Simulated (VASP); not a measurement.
TeAu3I, 5 atoms in the cell. Symmetry: Pm-3m, No. 221, cubic system. The conventional cell has a = 6.727 Å, b = 6.727 Å, c = 6.727 Å, α = 90.00°, β = 90.00°, γ = 90.00°. Te (site symmetry m-3m) is surrounded by 6 Au at 3.36 Å. Au (site symmetry 4/mmm) is surrounded by 2 Te at 3.36 Å. The cell comes from a database or a generator and needn't be the stable form of this composition.

- Program: VASP 6.6.1
- Task: single point
- Functional: PBEsol
- Potentials or basis: VASP PAW PBE potentials, release 64 (I, Te, Au)
- Cutoff: 520 eV
- k mesh: 4 × 4 × 4
- Occupations: gaussian, width 0.05 eV
- Spin: no spin polarisation
- Dipole correction: no
- Further INCAR settings: ALGO = Normal; EDIFF = 1e-06; NBANDS = 31

Potentials or basis: VASP PAW PBE potentials, release 64 (I, Te, Au).

Launch:

```sh
$ cat potpaw_PBE.64/I/POTCAR potpaw_PBE.64/Te/POTCAR potpaw_PBE.64/Au/POTCAR > POTCAR
$ mpirun -np 1 vasp_std > vasp.out
```

Hardware: 1 thread of Intel(R) Xeon(R) 6975P-C (Granite Rapids) (shared host).

**Question.** How long does it take, and how much memory?

**Answer.** Wall time 63 s on 1 thread of Intel(R) Xeon(R) 6975P-C (Granite Rapids), on a shared host, peak memory 0.39 GiB. Counts: scf iterations 15, k points 10.
